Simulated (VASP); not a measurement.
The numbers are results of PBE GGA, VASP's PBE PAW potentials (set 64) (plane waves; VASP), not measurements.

Input for VASP

KPOINTS:
```
Automatic mesh
0
G
 10 10 5
```

File POSCAR:
```
GaN
1
    3.1251510000     0.0000000000     0.0000000000
   -1.5625760000     2.7064600000     0.0000000000
    0.0000000000     0.0000000000     5.0885130000
Ga N
2 2
Direct
  0.6666670000   0.3333330000   0.4990800000
  0.3333330000   0.6666670000   0.9990800000
  0.6666670000   0.3333330000   0.8759200000
  0.3333330000   0.6666670000   0.3759200000
```

**INCAR**
```
SYSTEM = GaN
PREC = Accurate
ENCUT = 400
EDIFF = 1E-6
NELM = 100
ALGO = Normal
LREAL = .FALSE.
LASPH = .TRUE.
ISMEAR = 0
SIGMA = 0.01
GGA = PE
LMAXMIX = 4
LWAVE = .FALSE.
LCHARG = .FALSE.
ISIF = 2
```

POTCAR, in this order: Ga_d N (PBE.64 set). Program: vasp_std.

At this cut-off the stress carries a Pulay error, which pulls relaxed volumes low.

Question: Predict the energy per atom (σ→0), pressure.

Answer: 
The energy per atom (σ→0) is -6.027 eV/atom and the pressure is 14.73 GPa.

File OSZICAR:
```
...
DAV:   8    -0.241265910936E+02    0.21380E-02   -0.25863E-01  2774   0.881E+00    0.807E-01
DAV:   9    -0.241054879129E+02    0.21103E-01   -0.10464E-01  3332   0.581E+00    0.314E-01
DAV:  10    -0.241063206248E+02   -0.83271E-03   -0.57271E-03  2034   0.727E-01    0.926E-02
DAV:  11    -0.241063041633E+02    0.16462E-04   -0.11028E-03  2872   0.704E-01    0.147E-02
DAV:  12    -0.241063152381E+02   -0.11075E-04   -0.11915E-04  2150   0.126E-01    0.130E-02
DAV:  13    -0.241063148140E+02    0.42407E-06   -0.20240E-05  3040   0.609E-02    0.270E-03
DAV:  14    -0.241063153240E+02   -0.51002E-06   -0.76863E-06  2106   0.206E-02
   1 F= -.24106315E+02 E0= -.24106315E+02  d E =-.199905E-53
```

The structure comes from a computed database's GaN entry (P6_3mc); how it stands against other phases isn't given here. The cell was not relaxed at this level, and its volume differs by -5.9 % from the start's.
